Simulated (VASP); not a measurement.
# A VASP study of BaMnO3 (PBEsol + U): structure first, properties next, part 2 of 7

What structure and properties does PBEsol + U give BaMnO3, and how near are they to the measured ones? The start is a computed cell from the Materials Project.

VASP 6.6.1; PBEsol, DFT+U (Mn d 3 eV), spin-polarised from a ferromagnetic start; plane waves and PAW (Ba_sv, Mn_pv, O).

So far: Set-up; Full relaxation (PBEsol + U).

### 2. Full relaxation (PBEsol + U) (continued)

From OUTCAR (step 2):

```text
ion  position               nearest neighbor table
   1  0.667  0.333  0.732-   6 2.87   7 2.87   7 2.87   5 2.87   5 2.87   6 2.87   8 2.99   9 2.99
                            10 2.99   8 3.12   9 3.12  10 3.12   4 3.50   4 3.50   4 3.50   3 3.55
   2  0.333  0.667  0.232-   8 2.87  10 2.87  10 2.87   9 2.87   9 2.87   8 2.87   5 2.99   6 2.99
                             7 2.99   5 3.12   6 3.12   7 3.12   3 3.50   3 3.50   3 3.50   4 3.55
   3  0.000  0.000  0.466-   6 1.91   7 1.91   5 1.91   8 1.91   9 1.91  10 1.91   4 2.44   4 2.44
                             2 3.50   2 3.50   2 3.50   1 3.55   1 3.55   1 3.55
   4  0.000  0.000  0.966-   8 1.91   9 1.91  10 1.91   6 1.91   7 1.91   5 1.91   3 2.44   3 2.44
                             1 3.50   1 3.50   1 3.50   2 3.55   2 3.55   2 3.55
   5  0.148  0.852  0.716-   3 1.91   4 1.91   1 2.87   1 2.87   2 2.99   2 3.12
   6  0.148  0.295  0.716-   3 1.91   4 1.91   1 2.87   1 2.87   2 2.99   2 3.12
   7  0.705  0.852  0.716-   3 1.91   4 1.91   1 2.87   1 2.87   2 2.99   2 3.12
   8  0.852  0.148  0.216-   4 1.91   3 1.91   2 2.87   2 2.87   1 2.99   1 3.12
   9  0.852  0.705  0.216-   4 1.91   3 1.91   2 2.87   2 2.87   1 2.99   1 3.12
  10  0.295  0.148  0.216-   4 1.91   3 1.91   2 2.87   2 2.87   1 2.99   1 3.12

  LATTYP: Found a hexagonal cell.
 ALAT       =     5.7213085589
 C/A-ratio  =     0.8532847232

 Subroutine GETGRP returns: Found 12 space group operations
 (whereof  6 operations were pure point group operations)

The static configuration has the point symmetry C_3v.
 The point group associated with its full space group is C_6v.

 Found     15 irreducible k-points:

   k-points           NKPTS =     15   k-points in BZ     NKDIM =     15   number of bands    NBANDS=     61

   dimension x,y,z NGX =    48 NGY =   48 NGZ =   36
   dimension x,y,z NGXF=    96 NGYF=   96 NGZF=   72

   ENCUT  =  520.0 eV  38.22 Ry    6.18 a.u.  10.64 10.64  9.08*2*pi/ulx,y,z

   NELECT =      82.0000    total number of electrons

 k-points in reciprocal lattice and weights: Automatic mesh
   0.00000000  0.00000000  0.00000000       0.008
   0.20000000 -0.00000000  0.00000000       0.048
   0.40000000  0.00000000  0.00000000       0.048
   0.20000000  0.20000000  0.00000000       0.048
   0.40000000  0.20000000  0.00000000       0.048
   0.00000000  0.00000000  0.20000000       0.016
   0.20000000 -0.00000000  0.20000000       0.096
   0.40000000  0.00000000  0.20000000       0.096
   0.20000000  0.20000000  0.20000000       0.096
[...]
0.20000000  0.20000000  0.40000000       0.096
   0.40000000  0.20000000  0.40000000       0.096

atom =   3  type =  2  l = 2

 onsite density matrix

spin component  1

  0.8341 -0.0000 -0.0000  0.1959 -0.0000
 -0.0000  0.6492  0.0000  0.0000  0.1959
 -0.0000  0.0000  0.9716 -0.0000  0.0000
  0.1959  0.0000 -0.0000  0.6492  0.0000
 -0.0000  0.1959  0.0000  0.0000  0.8341

spin component  2

  0.1732  0.0000 -0.0000 -0.1123  0.0000
  0.0000  0.2790 -0.0000  0.0000 -0.1123
 -0.0000 -0.0000  0.1344  0.0000  0.0000
 -0.1123  0.0000  0.0000  0.2790 -0.0000
  0.0000 -0.1123  0.0000 -0.0000  0.1732

 occupancies and eigenvectors

  o =  0.1020  v =  0.0000  0.0000  0.0000  0.0000  0.0000 -0.6153  0.3669 -0.0000 -0.3903  0.5784      0.0000  0.0000  0.0000  0.0000  0.0000  0.0000  0.0000  0.0000  0.0000  0.0000
  o =  0.1020  v =  0.0000  0.0000  0.0000  0.0000  0.0000 -0.5784 -0.3903 -0.0000 -0.3669 -0.6153      0.0000  0.0000  0.0000  0.0000  0.0000  0.0000  0.0000  0.0000  0.0000  0.0000
  o =  0.1344  v =  0.0000  0.0000  0.0000  0.0000  0.0000  0.0000 -0.0000 -1.0000  0.0000 -0.0000      0.0000  0.0000  0.0000  0.0000  0.0000  0.0000  0.0000  0.0000  0.0000  0.0000
  o =  0.3503  v =  0.0000  0.0000  0.0000  0.0000  0.0000 -0.3909 -0.5773  0.0000  0.6163  0.3662      0.0000  0.0000  0.0000  0.0000  0.0000  0.0000  0.0000  0.0000  0.0000  0.0000
  o =  0.3503  v =  0.0000  0.0000  0.0000  0.0000  0.0000  0.3662 -0.6163 -0.0000 -0.5773  0.3909      0.0000  0.0000  0.0000  0.0000  0.0000  0.0000  0.0000  0.0000  0.0000  0.0000
  o =  0.5250  v = -0.3907 -0.5775 -0.0000  0.6163  0.3661  0.0000  0.0000  0.0000  0.0000  0.0000      0.0000  0.0000  0.0000  0.0000  0.0000  0.0000  0.0000  0.0000  0.0000  0.0000
  o =  0.5250  v =  0.3661 -0.6163  0.0000 -0.5775  0.3907  0.0000  0.0000  0.0000  0.0000  0.0000      0.0000  0.0000  0.0000  0.0000  0.0000  0.0000  0.0000  0.0000  0.0000  0.0000
  o =  0.9583  v =  0.6164 -0.3660  0.0000  0.3907 -0.5774  0.0000  0.0000  0.0000  0.0000  0.0000      0.0000  0.0000  0.0000  0.0000  0.0000  0.0000  0.0000  0.0000  0.0000  0.0000
  o =  0.9583  v =  0.5774  0.3907  0.0000  0.3660  0.6164  0.0000  0.0000  0.0000  0.0000  0.0000      0.0000  0.0000  0.0000  0.0000  0.0000  0.0000  0.0000  0.0000  0.0000  0.0000
  o =  0.9716  v = -0.0000  0.0000  1.0000 -0.0000  0.0000  0.0000  0.0000  0.0000  0.0000  0.0000      0.0000  0.0000  0.0000  0.0000  0.0000  0.0000  0.0000  0.0000  0.0000  0.0000

atom =   4  type =  2  l = 2

 onsite density matrix

spin component  1

  0.8341  0.0000 -0.0000 -0.1959 -0.0000
  0.0000  0.6492 -0.0000  0.0000 -0.1959
 -0.0000 -0.0000  0.9716  0.0000  0.0000
 -0.1959  0.0000  0.0000  0.6492 -0.0000
 -0.0000 -0.1959  0.0000 -0.0000  0.8341

spin component  2

  0.1732 -0.0000 -0.0000  0.1123  0.0000
 -0.0000  0.2790  0.0000  0.0000  0.1123
 -0.0000  0.0000  0.1344 -0.0000  0.0000
  0.1123  0.0000 -0.0000  0.2790  0.0000
  0.0000  0.1123  0.0000  0.0000  0.1732

 occupancies and eigenvectors

  o =  0.1020  v =  0.0000  0.0000  0.0000  0.0000  0.0000 -0.6159 -0.3664 -0.0000  0.3907  0.5777      0.0000  0.0000  0.0000  0.0000  0.0000  0.0000  0.0000  0.0000  0.0000  0.0000
  o =  0.1020  v =  0.0000  0.0000  0.0000  0.0000  0.0000 -0.5777  0.3907 -0.0000  0.3664 -0.6159      0.0000  0.0000  0.0000  0.0000  0.0000  0.0000  0.0000  0.0000  0.0000  0.0000
  o =  0.1344  v =  0.0000  0.0000  0.0000  0.0000  0.0000  0.0000  0.0000 -1.0000 -0.0000 -0.0000      0.0000  0.0000  0.0000  0.0000  0.0000  0.0000  0.0000  0.0000  0.0000  0.0000
  o =  0.3503  v =  0.0000  0.0000  0.0000  0.0000  0.0000 -0.3909  0.5773  0.0000 -0.6162  0.3662      0.0000  0.0000  0.0000  0.0000  0.0000  0.0000  0.0000  0.0000  0.0000  0.0000
  o =  0.3503  v =  0.0000  0.0000  0.0000  0.0000  0.0000  0.3662  0.6162 -0.0000  0.5773  0.3909      0.0000  0.0000  0.0000  0.0000  0.0000  0.0000  0.0000  0.0000  0.0000  0.0000
  o =  0.5250  v = -0.3907  0.5775 -0.0000 -0.6163  0.3661  0.0000  0.0000  0.0000  0.0000  0.0000      0.0000  0.0000  0.0000  0.0000  0.0000  0.0000  0.0000  0.0000  0.0000  0.0000
  o =  0.5250  v =  0.3661  0.6163  0.0000  0.5775  0.3907  0.0000  0.0000  0.0000  0.0000  0.0000      0.0000  0.0000  0.0000  0.0000  0.0000  0.0000  0.0000  0.0000  0.0000  0.0000
  o =  0.9583  v =  0.6164  0.3660  0.0000 -0.3908 -0.5774  0.0000  0.0000  0.0000  0.0000  0.0000      0.0000  0.0000  0.0000  0.0000  0.0000  0.0000  0.0000  0.0000  0.0000  0.0000
  o =  0.9583  v =  0.5774 -0.3908  0.0000 -0.3660  0.6164  0.0000  0.0000  0.0000  0.0000  0.0000      0.0000  0.0000  0.0000  0.0000  0.0000  0.0000  0.0000  0.0000  0.0000  0.0000
  o =  0.9716  v = -0.0000 -0.0000  1.0000  0.0000  0.0000  0.0000  0.0000  0.0000  0.0000  0.0000      0.0000  0.0000  0.0000  0.0000  0.0000  0.0000  0.0000  0.0000  0.0000  0.0000

 average (electrostatic) potential at core
       1 -34.4743       2 -34.4743       3 -72.0497       4 -72.0497       5 -70.9464
       6 -70.9464       7 -70.9464       8 -70.9464       9 -70.9464      10 -70.9464

 E-fermi :   3.1053

 spin component 1
 k-point     1 :       0.0000    0.0000    0.0000
  band No.  band energies     occupation
    ...
     40       2.3069      1.00000
     41       2.3069      1.00000
     42       2.6345      1.00000
     43       2.8062      1.00000
     44       2.8062      1.00000
     45       5.1210      0.00000
     46       5.1210      0.00000
     47       6.0403      0.00000
     48       6.0403      0.00000
     49       8.7288      0.00000
    ...

 k-point     2 :       0.2000   -0.0000    0.0000
  band No.  band energies     occupation
    ...
     40       2.0730      1.00000
     41       2.2271      1.00000
     42       2.5431      1.00000
     43       2.5757      1.00000
     44       2.7807      1.00000
     45       5.2037      0.00000
     46       5.2396      0.00000
     47       5.7460      0.00000
     48       6.0239      0.00000
     49       8.9052      0.00000
    ...

 k-point     3 :       0.4000    0.0000    0.0000
  band No.  band energies     occupation
    ...
     40       2.0535      1.00000
     41       2.1767      1.00000
     42       2.2557      1.00000
     43       2.3232      1.00000
     44       2.7307      1.00000
     45       5.3305      0.00000
     46       5.3487      0.00000
     47       5.4184      0.00000
     48       6.0100      0.00000
     49       8.8707      0.00000
    ...

 k-point     4 :       0.2000    0.2000    0.0000
  band No.  band energies     occupation
    ...
     40       2.0390      1.00000
     41       2.0601      1.00000
     42       2.2922      1.00000
     43       2.4767      1.00000
     44       2.6699      1.00000
     45       5.3078      0.00000
     46       5.3789      0.00000
     47       5.5182      0.00000
     48       5.9124      0.00000
     49       8.8003      0.00000
    ...

 k-point     5 :       0.4000    0.2000    0.0000
  band No.  band energies     occupation
    ...
     40       1.8448      1.00000
     41       2.0541      1.00000
     42       2.2598      1.00000
     43       2.3551      1.00000
     44       2.5868      1.00000
     45       5.3454      0.00000
     46       5.4365      0.00000
     47       5.4670      0.00000
     48       5.8215      0.00000
     49       8.7505      0.00000
    ...

 k-point     6 :       0.0000    0.0000    0.2000
  band No.  band energies     occupation
    ...
     40       2.3328      1.00000
     41       2.3328      1.00000
     42       2.5476      1.00000
     43       2.7302      1.00000
     44       2.7302      1.00000
     45       5.3079      0.00000
     46       5.3079      0.00000
     47       5.8432      0.00000
     48       5.8432      0.00000
     49       8.3890      0.00000
    ...

  Total        0.0259537      0.0259537     -0.0127291      0.0000000     -0.0000000      0.0000000
  in kB        0.3022620      0.3022620     -0.1482453      0.0000000     -0.0000000      0.0000000
  external PRESSURE =       0.1520929 kB  Pullay stress =       0.0000000 kB

  energy-cutoff  :      520.00
  volume of cell :      137.57
      direct lattice vectors                 reciprocal lattice vectors
     5.690159018 -0.000000000 -0.000000000     0.175742013  0.101464698 -0.000000000
    -2.845079509  4.927822261  0.000000000     0.000000000  0.202929397 -0.000000000
     0.000000000  0.000000000  4.906212321     0.000000000 -0.000000000  0.203823221

 POSITION                                       TOTAL-FORCE (eV/Angst)
 -----------------------------------------------------------------------------------
      2.84508      1.64261      3.72181         0.000000      0.000000      0.000309
     -0.00000      3.28521      1.26870         0.000000      0.000000      0.000309
     -0.00000      0.00000      2.26010         0.000000      0.000000     -0.007928
     -0.00000      0.00000      4.71321         0.000000      0.000000     -0.007928
     -1.57737      4.19591      3.47828        -0.002534      0.001463      0.002540
     -0.00000      1.46382      3.47828        -0.000000     -0.002926      0.002540
      1.57737      4.19591      3.47828         0.002534      0.001463      0.002540
      4.42245      0.73191      1.02518         0.002534     -0.001463      0.002540
      2.84508      3.46400      1.02518         0.000000      0.002926      0.002540
      1.26771      0.73191      1.02518        -0.002534     -0.001463      0.002540
 -----------------------------------------------------------------------------------
    total drift:                               -0.000056      0.000127     -0.002125

  FREE ENERGIE OF THE ION-ELECTRON SYSTEM (eV)
  ---------------------------------------------------
  free  energy   TOTEN  =       -73.6895184085 eV

  energy  without entropy=      -73.6895184085  energy(sigma->0) =      -73.68951841

 reached required accuracy - stopping structural energy minimisation

 total charge
# of ion       s       p       d       tot
------------------------------------------
    1        1.994   5.618   0.252   7.864
    2        1.994   5.618   0.252   7.864
    3        0.372   6.506   4.941  11.820
    4        0.372   6.506   4.941  11.820
    5        1.564   3.417   0.000   4.981
    6        1.564   3.417   0.000   4.981
    7        1.564   3.417   0.000   4.981
    8        1.564   3.417   0.000   4.981
    9        1.564   3.417   0.000   4.981
   10        1.564   3.417   0.000   4.981
--------------------------------------------------
tot         14.119  44.752  10.387  69.257

 magnetization (x)
# of ion       s       p       d       tot
------------------------------------------
    1        0.001  -0.000   0.004   0.004
    2        0.001  -0.000   0.004   0.004
    3        0.018   0.033   2.897   2.948
    4        0.018   0.033   2.897   2.948
    5        0.001  -0.011   0.000  -0.010
    6        0.001  -0.011   0.000  -0.010
    7        0.001  -0.011   0.000  -0.010
    8        0.001  -0.011   0.000  -0.010
    9        0.001  -0.011   0.000  -0.010
   10        0.001  -0.011   0.000  -0.010
--------------------------------------------------
tot          0.044  -0.002   5.801   5.843

[... 6 further parts left out ...]
```

CONTCAR:

```
BaMnO3
   1.00000000000000
     5.6901590180917090   -0.0000000000003189   -0.0000000000000000
    -2.8450795089964021    4.9278222612439091    0.0000000000000000
     0.0000000000000000    0.0000000000000000    4.9062123212498410
  Ba              Mn              O
     2     2     6
Direct
     0.6666666699999979    0.3333333300000021    0.7585902998834044
     0.3333333300000021    0.6666666699999979    0.2585902898834035
     0.0000000000000000    0.0000000000000000    0.4606617244475215
     0.0000000000000000    0.0000000000000000    0.9606617244475214
     0.1485262013578605    0.8514737986421395    0.7089546785563603
     0.1485261913578597    0.2970523927157203    0.7089546785563603
     0.7029476072842797    0.8514737986421393    0.7089546785563603
     0.8514737986421395    0.1485261913578597    0.2089546785563604
     0.8514737986421393    0.7029476072842799    0.2089546785563604
     0.2970523927157203    0.1485262013578605    0.2089546785563604
```

The magnetic state follows from one typed start and may not be the lowest. The gap is read on the k-mesh alone, so it is an upper bound where the band edges lie off the mesh. Direct gaps are counted within one spin. The valence top and the conduction bottom belong to opposite spins. Harder data sets than Ba_sv exist (the GW ones), and pressures, volumes and forces can shift noticeably with them. The PAW data sets were made with PBE, which is usual practice but a small mismatch for other functionals. The run keeps the 12 symmetry operations of its start, so it cannot find a distortion of lower symmetry.

The steps of the relaxation (22 of 33):

```
step  energy less that of the first step (eV)  largest force (eV/Å)  pressure (GPa)  volume (Å³)
   1                                   0.0000                0.1327           -0.40       138.39
   3                                  -0.0093                0.0185           -0.30       137.29
   4                                  -0.0093                0.0184           -0.31       137.19
   6                                  -0.0098                0.0214            0.04       136.81
   7                                  -0.0099                0.0152           -0.03       136.77
   9                                  -0.0099                0.0154            0.01       136.78
  10                                  -0.0100                0.0156            0.01       136.79
  12                                  -0.0101                0.0288           -0.11       136.85
  13                                  -0.0101                0.0284           -0.14       136.85
  15                                  -0.0102                0.0262           -0.12       136.83
  16                                  -0.0103                0.0234           -0.07       136.81
  18                                  -0.0108                0.0360            0.15       136.68
  19                                  -0.0111                0.0540            0.40       136.51
  21                                  -0.0112                0.0553            0.43       136.51
  22                                  -0.0115                0.0584            0.45       136.51
  24                                  -0.0122                0.0747            0.66       136.50
  25                                  -0.0130                0.0672            0.50       136.68
  27                                  -0.0137                0.0530            0.18       137.06
  28                                  -0.0140                0.0449            0.19       137.12
  30                                  -0.0147                0.0358           -0.03       137.69
  31                                  -0.0148                0.0106            0.04       137.52
  33                                  -0.0148                0.0079            0.02       137.57
```

```
conventional cell, symmetrised  before  after  change
                         a (Å)   5.721  5.690  -0.5 %
                         b (Å)   5.721  5.690  -0.5 %
                         c (Å)   4.882  4.906  +0.5 %
              volume (Å³/atom)   13.84  13.76  -0.6 %
```

The atoms that moved most (Å, as changes of fractional coordinates times the final cell):

```
atom      dx      dy      dz  length
 Ba1   0.000   0.000   0.131   0.131
 Ba2   0.000   0.000   0.131   0.131
  O7  -0.007  -0.004  -0.035   0.036
  O5   0.007  -0.004  -0.035   0.036
  O8  -0.007   0.004  -0.035   0.036
 O10   0.007   0.004  -0.035   0.036
  O6   0.000   0.008  -0.035   0.036
  O9   0.000  -0.008  -0.035   0.036
```

Final coordinates:

```xyz
10
Lattice="5.6902 0.0000 0.0000 -2.8451 4.9278 0.0000 0.0000 0.0000 4.9062" Properties=species:S:1:pos:R:3 pbc="T T T"
Ba    2.8451    1.6426    3.7218
Ba    0.0000    3.2852    1.2687
Mn    0.0000    0.0000    2.2601
Mn    0.0000    0.0000    4.7132
O    -1.5774    4.1959    3.4783
O     0.0000    1.4638    3.4783
O     1.5774    4.1959    3.4783
O     4.4225    0.7319    1.0252
O     2.8451    3.4640    1.0252
O     1.2677    0.7319    1.0252
```

This step gave:

* electrons: 82
* bands: 61
* irreducible k-points: 15
* symmetry operations: 12
* free energy (TOTEN): -73.6895 eV
* Fermi energy: 3.105 eV
* pressure: 0.01521 GPa
* moment of the cell, from the last line of the log: 6 μB
* metallic: no
* valence top at k: 0, 0, 0
* conduction bottom at k: 0, 0, 0
* least direct gap on the k-mesh, within one spin: 1.481 eV
* SCF cycles over all ionic steps: 212
* gap on the k-mesh: 1.452 eV

Spin moment in the PAW sphere by atom:

```
atom  spin moment in the PAW sphere (μB)
 Ba1                                0.00
 Ba2                                0.00
 Mn3                                2.95
 Mn4                                2.95
  O5                               -0.01
  O6                               -0.01
  O7                               -0.01
  O8                               -0.01
  O9                               -0.01
 O10                               -0.01
```

It ends with a largest force of 0.008 eV/Å and a pressure of 0.02 GPa.

(Continued in part 3 of 7.)

[Lines on the potential files, build, host, timing and source positions are cut from VASP's logs without a mark.]

[Logs are printed without paths, hosts, clocks, repeated set-up lines and the standing remarks that a program may print on its own settings, such as how far it seeks lower states.]

[Hosts, paths, dates, database ids (printed as entryN), source tags and the programs' standing remarks are cut or masked in the printed files.]

[A measured line is paired with the nearest computed mode of its activity, which favours agreement.]
